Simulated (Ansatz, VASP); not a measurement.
# Cross-check of GaN between VASP and Ansatz

One calculation is typed for both programs; each brings its own data sets and cutoff. How far apart do they land? The cell is taken from a series of runs on this material, whose earlier steps may have relaxed or scaled it; both programs get it as it stands.

Method: plane waves, with VASP 6.6.1 beside it; single point at r2SCAN, in Ansatz 0.2.0.

## Step 1: The structure

The structure is cubic, space group F-43m (No. 216). Conventional cell: a = 4.446 Å, b = 4.446 Å, c = 4.446 Å, α = 90.00°, β = 90.00°, γ = 90.00°. Ga has 4 N at 1.93 Å nearest. N has 4 Ga at 1.93 Å nearest. Farther neighbours and most contacts between anions are not listed.

## Step 2: VASP: single point, r2SCAN

A single point gives forces, pressure and levels at one fixed geometry, so differences don't come from the geometry; what else differs is listed under the comparison.

Lines of VASP's logs that name or quote its potential files are left out, and so is its time.

Input file INCAR:

```
SYSTEM = GaN
PREC = Accurate
ENCUT = 1210
EDIFF = 1E-06
NELM = 100
ISMEAR = 0
SIGMA = 0.05
LREAL = .FALSE.
ALGO = Normal
METAGGA = R2SCAN
LASPH = .TRUE.
NBANDS = 15
LORBIT = 11
LWAVE = .FALSE.
LCHARG = .FALSE.
KPAR = 2
ISIF = 2
```

Input file POSCAR:

```
GaN
1.0
    0.0000000000      2.2230441631      2.2230441631
    2.2230441631      0.0000000000      2.2230441631
    2.2230441631      2.2230441631      0.0000000000
Ga N
1 1
Direct
    0.0000000000      0.0000000000      0.0000000000
    0.2500000000      0.2500000000      0.2500000000
```

Input file KPOINTS:

```
Automatic mesh
0
Gamma
6 6 6
0 0 0
```

PAW data sets: Ga_h and N_h (PBE family, release 64).

The run is started by

```
mpirun -np 2 vasp_std
```

Numbers of over 12 decimals in the logs are rounded to 6 here.

Log:

```text
[banner, memory and clock lines left out]
running    2 mpi-ranks, on    1 nodes
 distrk:  each k-point on    1 cores,    2 groups
 distr:  one band on    1 cores,    1 groups

 POSCAR found type information on POSCAR GaN
 POSCAR found :  2 types and       2 ions
|                                                                             |
|               ----> ADVICE to this user running VASP <----                  |
|                                                                             |
|     You enforced a specific xc type in the INCAR file but a different       |
|     [... a line on the potential file left out ...]
|     I HOPE YOU KNOW WHAT YOU ARE DOING!                                     |
|                                                                             |

 LDA part: xc-table for (None), standard interpolation
 POSCAR, INCAR and KPOINTS ok, starting setup
 FFT: planning ... GRIDC
 FFT: planning ... GRID_SOFT
 FFT: planning ... GRID
 WAVECAR not read
 entering main loop
       N       E                     dE             d eps       ncg     rms          rms(c)
DAV:   1     0.165458379857E+03    0.16546E+03   -0.16486E+04   480   0.327E+03
DAV:   2    -0.910245117600E+01   -0.17456E+03   -0.16397E+03   487   0.554E+02
DAV:   3    -0.269932464437E+02   -0.17891E+02   -0.17473E+02   670   0.145E+02
DAV:   4    -0.273869156595E+02   -0.39367E+00   -0.39325E+00   494   0.227E+01
DAV:   5    -0.273936472976E+02   -0.67316E-02   -0.67312E-02   641   0.317E+00    0.749E+00
DAV:   6    -0.218204426321E+02    0.55732E+01   -0.56829E+00   720   0.628E+01    0.293E+00
DAV:   7    -0.218708665325E+02   -0.50424E-01   -0.47703E-01   592   0.159E+01    0.213E+00
DAV:   8    -0.218821703025E+02   -0.11304E-01   -0.28263E-02   699   0.306E+00    0.153E+00
DAV:   9    -0.218842185436E+02   -0.20482E-02   -0.43837E-03   611   0.135E+00    0.796E-01
DAV:  10    -0.218840325653E+02    0.18598E-03   -0.45637E-04   571   0.321E-01    0.142E-01
DAV:  11    -0.218840612847E+02   -0.28719E-04   -0.81873E-05   613   0.257E-01    0.275E-02
DAV:  12    -0.218840536489E+02    0.76359E-05   -0.50742E-06   585   0.408E-02    0.212E-02
DAV:  13    -0.218840574185E+02   -0.37696E-05   -0.19225E-07   289   0.576E-03    0.537E-03
DAV:  14    -0.218840589213E+02   -0.15028E-05   -0.77937E-08   282   0.101E-02    0.207E-04
DAV:  15    -0.218840589834E+02   -0.62076E-07   -0.19533E-08   268   0.168E-03
   1 F= -.21884059E+02 E0= -.21884059E+02  d E =-.176309E-12
```

OUTCAR, selected parts (step 2):

```text
ion  position               nearest neighbor table
   1  0.000  0.000  0.000-   2 1.93   2 1.93   2 1.93   2 1.93
   2  0.250  0.250  0.250-   1 1.93   1 1.93   1 1.93   1 1.93

  LATTYP: Found a face centered cubic cell.
 ALAT       =     4.4460883262

 Subroutine GETGRP returns: Found 24 space group operations
 (whereof 24 operations were pure point group operations)

The static configuration has the point symmetry T_d .

 Found     16 irreducible k-points:

   k-points           NKPTS =     16   k-points in BZ     NKDIM =     16   number of bands    NBANDS=     15

   dimension x,y,z NGX =    36 NGY =   36 NGZ =   36
   dimension x,y,z NGXF=    72 NGYF=   72 NGZF=   72

   ENCUT  = 1210.0 eV  88.93 Ry    9.43 a.u.   8.92  8.92  8.92*2*pi/ulx,y,z

   NELECT =      18.0000    total number of electrons

 k-points in reciprocal lattice and weights: Automatic mesh
   0.00000000  0.00000000  0.00000000       0.005
   0.16666667  0.00000000  0.00000000       0.037
   0.33333333  0.00000000  0.00000000       0.037
   0.50000000  0.00000000  0.00000000       0.019
   0.16666667  0.16666667  0.00000000       0.028
   0.33333333  0.16666667  0.00000000       0.111
   0.50000000  0.16666667  0.00000000       0.111
  -0.33333333  0.16666667  0.00000000       0.111
  -0.16666667  0.16666667  0.00000000       0.056
[...]
-0.33333333  0.33333333  0.16666667       0.111
  -0.33333333  0.50000000  0.16666667       0.056

 average (electrostatic) potential at core
       1-112.4203       2 -92.2901

 E-fermi :   7.2905

 k-point     1 :       0.0000    0.0000    0.0000
  band No.  band energies     occupation
    ...
      5      -6.3898      2.00000
      6      -6.3898      2.00000
      7       7.0585      2.00000
      8       7.0585      2.00000
      9       7.0585      2.00000
     10       9.4476      0.00000
     11      15.1630      0.00000
     12      18.3185      0.00000
     13      18.3185      0.00000
     14      18.3185      0.00000
    ...

 k-point     2 :       0.1667    0.0000    0.0000
  band No.  band energies     occupation
    ...
      5      -6.3915      2.00000
      6      -6.3915      2.00000
      7       4.7224      2.00000
      8       6.7632      2.00000
      9       6.7632      2.00000
     10      11.0668      0.00000
     11      15.1588      0.00000
     12      17.2729      0.00000
     13      18.7013      0.00000
     14      18.7013      0.00000
    ...

 k-point     3 :       0.3333    0.0000    0.0000
  band No.  band energies     occupation
    ...
      5      -6.3680      2.00000
      6      -6.0378      2.00000
      7       1.4222      2.00000
      8       6.2386      2.00000
      9       6.2386      2.00000
     10      12.3034      0.00000
     11      15.1658      0.00000
     12      16.6324      0.00000
     13      18.5923      0.00000
     14      18.5923      0.00000
    ...

  Total        1.1066395      1.1066395      1.1066395     -0.0000000      0.0000000      0.0000000
  in kB       80.6942282     80.6942282     80.6942282     -0.0000000      0.0000000      0.0000000
  external PRESSURE =      80.6942282 kB  Pullay stress =       0.0000000 kB

  energy-cutoff  :     1210.00
  volume of cell :       21.97
      direct lattice vectors                 reciprocal lattice vectors
     0.000000000  2.223044163  2.223044163    -0.224916809  0.224916809  0.224916809
     2.223044163  0.000000000  2.223044163     0.224916809 -0.224916809  0.224916809
     2.223044163  2.223044163  0.000000000     0.224916809  0.224916809 -0.224916809

 POSITION                                       TOTAL-FORCE (eV/Angst)
 -----------------------------------------------------------------------------------
      0.00000      0.00000      0.00000        -0.000000     -0.000000     -0.000000
      1.11152      1.11152      1.11152         0.000000      0.000000      0.000000
 -----------------------------------------------------------------------------------
    total drift:                                0.000010      0.000010      0.000010

  FREE ENERGIE OF THE ION-ELECTRON SYSTEM (eV)
  ---------------------------------------------------
  free  energy   TOTEN  =       -21.8840589834 eV

  energy  without entropy=      -21.8840589834  energy(sigma->0) =      -21.88405898

 total charge
# of ion       s       p       d       tot
------------------------------------------
    1        0.737   0.471   9.816  11.024
    2        0.714   1.521   0.000   2.235
--------------------------------------------------
tot          1.450   1.992   9.816  13.259

[... 3 further parts left out ...]
```

The run ends at a pressure of 8.07 GPa.

## Step 3: Ansatz: single point, r2SCAN

Ansatz runs on its default PAW (the set named soft_2) files.

The same cell, functional, mesh and smearing now go to Ansatz, which takes its cutoff from its data sets.

Input file input.yaml:

```yaml
crystal:
  lattice:
    - [0.0, 2.2230441631, 2.2230441631]
    - [2.2230441631, 0.0, 2.2230441631]
    - [2.2230441631, 2.2230441631, 0.0]
  atoms:
    - { symbol: Ga, position: [0.0, 0.0, 0.0] }
    - { symbol: "N", position: [0.25, 0.25, 0.25] }
hamiltonian:
  xc: r2scan
  pseudopotentials: { kind: paw }
kpoints:
  mp_grid: { grid: [6, 6, 6] }
scf:
  occupations: { method: gaussian, width: 0.05 }
  n_extra_bands: 4
output:
  forces: true
  stress: true
  eigenvalues: true
  write_density: true
  write_potential: true
  elf: true
  volumetric_format: npy
```

The run is started by

```
ansatz run input.yaml --threads 2 --pin off --max-ram 4608MiB --backend cpu --events-out ev --progress --plain --runs-dir out
```

Log:

```text
scf.n_extra_bands = 4 over 9 filled bands (N_el = 18.0): the run solves 13 bands
Engine: ansatz 0.2.0, aarch64-unknown-linux-gnu
Pseudopotentials: kind: paw
Pseudopotential: Ga, paw, valence charge 13, recommended cutoff 500 eV (meta_gga), Ga.paw.azcp
Pseudopotential: N, paw, valence charge 5, recommended cutoff 500 eV (meta_gga), N.paw.azcp
Functional definition: r2SCAN
  parameter k0 = 0.174
  parameter k1 = 0.065
  parameter a1 = 4.9479
  exchange = r2scan_x(k0 = k0, k1 = k1, a1 = a1)
  correlation = r2scan_c
Crystal: 2 atoms, lattice volume = 21.972 Å³
Basis set: ecut = 500 eV, 537 PW (Γ), exchange–correlation on 96×96×96 points (64 copies of the dense FFT grid, shifted against one another)
Bands: 13, of which v1, the nominal top of the filled ones, is band 9 counted from 1 (8 counted from 0)
Symmetry: 24 space group operations
Space group: F-43m (ITA 216), of the structure as read, at distance tolerance 2.8e-5 Å
k-points: 16 of 216 (time reversal used)
Non-local potential: Ga, projectors of the file, l = 0: 2, l = 1: 2, l = 2: 3, l = 3: 1
Non-local potential: N, projectors of the file, l = 0: 2, l = 1: 2, l = 2: 1
PAW form: soft (Blöchl's): semilocal exchange-correlation on the pseudo side does not see the compensation charge
PAW frozen core: Ga, regenerated for the run's functional (the file was generated under x = pbe(κ = 0.804, μ = 0.219515), c = pbe(β = 0.066725))
PAW frozen core: N, regenerated for the run's functional (the file was generated under x = pbe(κ = 0.804, μ = 0.219515), c = pbe(β = 0.066725))
PAW one-centre angular grid: Ga, 590 points (default); XC on 160 Gauss nodes
PAW one-centre angular grid: N, 302 points (default); XC on 160 Gauss nodes
Initial density: superposition of atomic densities (neutral atoms: chi_scale 0, normalization atom), corrected by the library's trained network
Initial wavefunctions: pseudopotential atomic-orbital guess
Functional: x = r2scan, c = r2scan; τ floored in thin density (d = 2e-4 eV/Å³)
SCF iter   1: F=—  HF=-4176.316988 eV  |F-HF|=—  |Δ(HF+E_count)|=         —  Δρ=1.28e-2  dr2=1.42e-2  dr2_τ=1.08e-1  ethr=1.77e-3  ⟨swp⟩=4.7  Hψ=1041  notcnv=0
preconditioner: auto → none  [insulator: Δε(μ)=2.368 eV  Ē_g=20.216 eV  σ=0.050 eV  W_gap=1.00  n_scr=8 (ndim 8)  ℏωp=33.6 eV  f_vac=0.000  D(μ)=0.00/eV (n_scr^D=0)  ε∞_Penn≈3.8]
SCF iter   2: F=—  HF=-4176.351903 eV  |F-HF|=—  |Δ(HF+E_count)|=   3.49e-2  Δρ=4.66e-3  dr2=2.89e-3  dr2_τ=1.04e-4  ethr=7.89e-5  ⟨swp⟩=2.0  Hψ=544  notcnv=0
SCF iter   3: F=—  HF=-4176.352007 eV  |F-HF|=—  |Δ(HF+E_count)|=   1.04e-4  Δρ=3.22e-3  dr2=7.34e-4  dr2_τ=5.91e-5  ethr=1.61e-5  ⟨swp⟩=2.0  Hψ=388  notcnv=0
SCF iter   4: F=—  HF=-4176.352103 eV  |F-HF|=—  |Δ(HF+E_count)|=   9.57e-5  Δρ=7.29e-4  dr2=8.96e-5  dr2_τ=2.95e-5  ethr=4.08e-6  ⟨swp⟩=3.0  Hψ=355  notcnv=0
SCF iter   5: F=—  HF=-4176.352092 eV  |F-HF|=—  |Δ(HF+E_count)|=   1.07e-5  Δρ=1.40e-4  dr2=4.09e-6  dr2_τ=2.37e-7  ethr=4.98e-7  ⟨swp⟩=2.2  Hψ=293  notcnv=0
SCF iter   6: F=—  HF=-4176.352091 eV  |F-HF|=—  |Δ(HF+E_count)|=   6.58e-7  Δρ=9.94e-5  dr2=2.07e-6  dr2_τ=1.17e-7  ethr=2.27e-8  ⟨swp⟩=2.0  Hψ=328  notcnv=0
SCF iter   7: F=—  HF=-4176.352091 eV  |F-HF|=—  |Δ(HF+E_count)|=   2.78e-7  Δρ=4.95e-5  dr2=5.16e-7  dr2_τ=5.59e-9  ethr=1.15e-8  ⟨swp⟩=1.0  Hψ=208  notcnv=0
SCF iter   8: F=-4176.352091 eV  HF=-4176.352091 eV  |F-HF|=1.52e-8  |Δ(HF+E_count)|=   9.59e-8  Δρ=1.05e-5  dr2=2.43e-8  dr2_τ=2.04e-10  ethr=5.56e-10  ⟨swp⟩=5.6  Hψ=1109  notcnv=0
SCF 1 converged in 8 iterations: F = -4176.352091 eV  dr2 = 2.43e-8
  greatest PAW one-centre occupation: 0.995 electrons in one spin orbital (limit 2), on the Ga atom at site 0 (counted from 0), in its partial waves of l = 2
SCF converged after 8 iterations
Free energy (F): -4176.352091 eV
Harris-Foulkes:  -4176.352091 eV  (|F-HF|=1.52e-8)
Internal energy: -4176.352091 eV  (E = F + TS)
E sigma→0 (E₀):  -4176.352091 eV
Fermi energy:    11.212052 eV
--- Per-component energies (eV) ---
  E_band       = -6.390993
  E_kinetic    = 248.632687
  E_local      = -1921.187865  (includes V_loc(G=0)·N_el)
  E_nonlocal   = 476.486721
  E_hartree    = 889.044745
  E_xc         = -122.351453
  E_vxc        = -144.437795  (∫ρ·V_xc dr)
  E_paw        = -2137.110916  (= ΣΔE_a)
  E_vpaw       = -451.849678  (= ΣTr[D̂ρ^β])
  E_aug_tail   = -0.000035  (compensation charges beyond the density's cutoff)
  E_vtau       = 7.877425  (kinetic-family band-sum trace: ∫τ·v_τ [+ j·A + Jᵃ·Aᵃ] dr)
  E_ewald      = -1609.183341
  E_core_change = -0.682634  (= ΣΔE_core)
  E_smearing   = -0.000000  (= −TS)
  E_closure    = 0.000000  (closes the sum)
  Σ components = -4176.352091   (vs F -4176.352091, Δ=0.00e0)
--- Forces (eV/Å), atoms counted from 1 ---
  atom   1  Ga     0.00000000    -0.00000000    -0.00000000
  atom   2  N     -0.00000000     0.00000000    -0.00000000
  max |Σ_I F_I| component: 3.93e-17 eV/Å
--- Stress (GPa, compression-positive) ---
        7.333938      -0.000000      -0.000000
       -0.000000       7.333938       0.000000
       -0.000000       0.000000       7.333938
  P = ⅓ Tr σ = 7.3339 GPa (73.339 kbar)
--- Band table (eV; the first three rows and the last of 16) ---
  k-point 0: bands = [... 5 lower, -3.5371, 10.0113, 10.0113, 10.0113, 12.4116, 21.3023, 21.3023, 21.3023]
  k-point 1: bands = [... 5 lower, -3.5387, 7.6763, 9.7180, 9.7180, 14.0352, 20.2468, 21.6828, 21.6828]
  k-point 2: bands = [... 5 lower, -3.1554, 4.3836, 9.1969, 9.1969, 15.2822, 19.5995, 21.5670, 21.5670]
  k-point 15: bands = [... 5 lower, -1.7588, 3.9396, 6.3154, 6.3260, 15.8507, 18.9730, 22.3685, 22.4886]
```

The column dr2 measures how far the density is from self-consistency, as an energy; F and HF (Harris–Foulkes) agree once it is small.

The run ends at a pressure of 7.33 GPa.

## Step 4: Side by side

Known differences besides the PAW data sets themselves: VASP keeps PBE cores, Ansatz makes them for the functional; the cutoff is 500 eV in Ansatz and 1210 eV in VASP. Total energies have different zeros and are not compared.

Compared:

| quantity | Ansatz | VASP | difference |
| --- | --- | --- | --- |
| pressure (GPa) | 7.33 | 8.07 | -0.74 |
| gap on the k mesh (eV) | 2.400 | 2.389 | +0.011 |

Ansatz's pressure holds a Pulay correction of 0.11 GPa; VASP's holds none.

## Step 5: Results

| Quantity | Value |
| --- | --- |
| difference in gap on the k mesh (single point, r2SCAN) | 0.011 eV |
| difference in pressure (single point, r2SCAN) | -0.74 GPa |

**Reading.** The difference in pressure is -0.74 GPa (single point, r2SCAN), within the 1 GPa picked in this series as the mark of a large difference. How closely two codes agree says nothing of how well the functional describes the real material.

[Lines on the potential files, build, host, timing and source positions are cut from VASP's logs without a mark.]

[Logs are printed without paths, hosts, clocks, repeated set-up lines and the standing remarks that a program may print on its own settings, such as how far it seeks lower states.]

[Hosts, paths, dates, database ids (printed as entryN), source tags and the programs' standing remarks are cut or masked in the printed files.]
